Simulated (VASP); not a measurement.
NaLaMnMoO6, 10 atoms in the cell. Symmetry: Cm, No. 8, monoclinic system. Conventional cell: a = 9.956 Å, b = 5.763 Å, c = 5.524 Å, α = 90.00°, β = 123.42°, γ = 90.00°. Na (site symmetry m) has 5 O at 2.28 to 2.46 Å as nearest neighbours. La (site symmetry m) has 5 O at 2.26 to 2.50 Å as nearest neighbours. Mn (site symmetry m) has 5 O at 2.05 to 2.20 Å as nearest neighbours. Around Mo (site symmetry m) lie 6 O at 1.91 to 1.95 Å. O (site symmetry m) is surrounded by 1 Mo at 1.93 Å and 1 Mn at 2.05 Å. O (site symmetry 1) has 1 Mo at 1.93 Å and 1 Mn at 2.19 Å as nearest neighbours. O (site symmetry 1) has 1 Mo at 1.95 Å and 1 Mn at 2.20 Å as nearest neighbours. Around O (site symmetry m) lie 1 Mo at 1.91 Å. The cell was built by a generator and needn't be a form met in nature.

```yaml
Program: VASP 6.6.1
Task: electron localisation function
Functional: PBE
Potentials_or_basis: VASP PAW PBE potentials, release 64 (Na_pv, La, Mn_pv, Mo_sv, O)
Cutoff: 520 eV
k_mesh: 6 × 6 × 6
Occupations: fermi-dirac, width 0.05 eV
Spin: collinear spin, ferromagnetic start
Starting_moments: "[0.0, 0.0, 4.0, 1.0, 0.0, 0.0, 0.0, 0.0, 0.0, 0.0] μB"
Further_INCAR_settings: ALGO = Normal; EDIFF = 1e-06
```

Potentials or basis: VASP PAW PBE potentials, release 64 (Na_pv, La, Mn_pv, Mo_sv, O).

Command:

```bash
$ cat potpaw_PBE.64/Na_pv/POTCAR potpaw_PBE.64/La/POTCAR potpaw_PBE.64/Mn_pv/POTCAR potpaw_PBE.64/Mo_sv/POTCAR potpaw_PBE.64/O/POTCAR > POTCAR
$ mpirun -np 4 vasp_std > vasp.out
```

Hardware: 4 MPI ranks on Intel(R) Xeon(R) Platinum 8488C (Sapphire Rapids) (shared host).

Question: Estimate the wall time of this run.

Answer: It took 5.5 min on 4 MPI ranks on Intel(R) Xeon(R) Platinum 8488C (Sapphire Rapids), with other jobs on the host, peak memory 0.46 GiB a rank. Counts: scf iterations 22, k points 68.
